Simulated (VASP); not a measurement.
Method: RPBE GGA, VASP's PBE PAW potentials (set 64) (plane waves; VASP 6.6.1).

VASP ran on this input.

**INCAR**
```
SYSTEM = MnS
PREC = Accurate
ENCUT = 520
EDIFF = 1E-7
NELM = 100
ALGO = Normal
LREAL = .FALSE.
LASPH = .TRUE.
ISMEAR = 0
SIGMA = 0.05
GGA = RP
LMAXMIX = 4
ISPIN = 2
MAGMOM = 4.2 -4.2 0.0 0.0
LORBIT = 11
LWAVE = .FALSE.
LCHARG = .FALSE.
ICHARG = 11
```

POSCAR:
```
MnS
1.0
  5.1992429295   2.5929979358   2.5929979358
  2.5929979358   5.1992429295   2.5929979358
  2.5929979358   2.5929979358   5.1992429295
Mn S
2 2
Direct
  1.0000000000   0.0000000000   0.0000000000
  0.5000000000   0.5000000000   0.5000000000
  0.2500000000   0.2500000000   0.2500000000
  0.7500000000   0.7500000000   0.7500000000
```

### KPOINTS
```
k-points along high-symmetry lines
12
Line-mode
Reciprocal
  0.000000   0.000000   0.000000 ! GAMMA
  0.500000   0.500000   0.500000 ! T

  0.500000   0.500000   0.500000 ! T
  0.812500   0.187500   0.500000 ! H_2

  0.500000  -0.187500   0.187500 ! H_0
  0.500000  -0.000000  -0.000000 ! L

  0.500000  -0.000000  -0.000000 ! L
  0.000000   0.000000   0.000000 ! GAMMA

  0.000000   0.000000   0.000000 ! GAMMA
  0.343750  -0.343750   0.000000 ! S_0

  0.656250  -0.000000   0.343750 ! S_2
  0.500000   0.000000   0.500000 ! F

  0.500000   0.000000   0.500000 ! F
  0.000000   0.000000   0.000000 ! GAMMA
```

POTCAR, in this order: Mn_pv S (PBE.64 set). Program: vasp_std. Read from the step before: CHGCAR.

What VASP printed:

### OSZICAR
```
       N       E                     dE             d eps       ncg     rms          rms(c)
DAV:   1     0.358391244724E+03    0.35839E+03   -0.22147E+04  8488   0.179E+03
DAV:   2     0.348399261065E+01   -0.35491E+03   -0.35030E+03  7967   0.473E+02
DAV:   3    -0.247593474498E+02   -0.28243E+02   -0.27329E+02 10411   0.121E+02
DAV:   4    -0.256675173465E+02   -0.90817E+00   -0.87726E+00  8193   0.213E+01
DAV:   5    -0.256940076058E+02   -0.26490E-01   -0.26487E-01  9876   0.375E+00
DAV:   6    -0.256945627328E+02   -0.55513E-03   -0.55511E-03  9047   0.601E-01
DAV:   7    -0.256945862223E+02   -0.23490E-04   -0.23489E-04 10898   0.126E-01
DAV:   8    -0.256945868354E+02   -0.61309E-06   -0.61312E-06  9006   0.167E-02
DAV:   9    -0.256945868669E+02   -0.31552E-07   -0.31513E-07  8218   0.350E-03
   1 F= -.25694587E+02 E0= -.25694587E+02  d E =-.304546E-15  mag=     0.0000
```

File OUTCAR:
```



 magnetization (x)

# of ion       s       p       d       tot
------------------------------------------
    1        0.023   0.014   4.145   4.181
    2       -0.023  -0.014  -4.145  -4.181
    3        0.000   0.000   0.000   0.000
    4        0.000   0.000   0.000   0.000
--------------------------------------------------
tot          0.000   0.000   0.000   0.000
```
(Selected blocks of OUTCAR.)

### OUTCAR
```
 val. band max:        6.3085549363   @ k =   0.5000   0.5000   0.5000

 cond. band min:       7.3138003190   @ k =   0.5000   0.0000   0.0000



 spin component 1

 k-point     1 :       0.0000    0.0000    0.0000
  band No.  band energies     occupation
      1     -43.9156      1.00000
      2     -43.9126      1.00000
      3     -43.9126      1.00000
      4     -39.3358      1.00000
      5     -39.3358      1.00000
      6     -39.3223      1.00000
      7      -7.6505      1.00000
      8      -6.3283      1.00000
      9       0.0823      1.00000
     10       2.3627      1.00000
     11       2.3627      1.00000
     12       3.6693      1.00000
     13       3.6693      1.00000
     14       3.8633      1.00000
     15       5.0035      1.00000
     16       5.0035      1.00000
     17       5.0417      1.00000
     18       5.1541      1.00000
     19       5.1541      1.00000
     20       7.7701      0.00000
     21       7.7701      0.00000
     22       7.8808      0.00000
     23       9.1541      0.00000

 k-point     2 :       0.0455    0.0455    0.0455
  band No.  band energies     occupation
      1     -43.9156      1.00000
      2     -43.9126      1.00000
      3     -43.9126      1.00000
      4     -39.3358      1.00000
      5     -39.3358      1.00000
      6     -39.3223      1.00000
      7      -7.6453      1.00000
      8      -6.3374      1.00000
      9       0.1014      1.00000
     10       2.3659      1.00000
     11       2.3659      1.00000
     12       3.6696      1.00000
     13       3.6696      1.00000
     14       3.8561      1.00000
     15       4.9080      1.00000
     16       4.9080      1.00000
     17       5.0065      1.00000
     18       5.2514      1.00000
     19       5.2514      1.00000
     20       7.7688      0.00000
     21       7.7688      0.00000
     22       7.8802      0.00000
     23       9.1453      0.00000

...
```

The density is held fixed in this step, so its total energy and stress have no physical meaning.

The compound is MnS in the rock salt, AFM-II order structure. It was relaxed first.
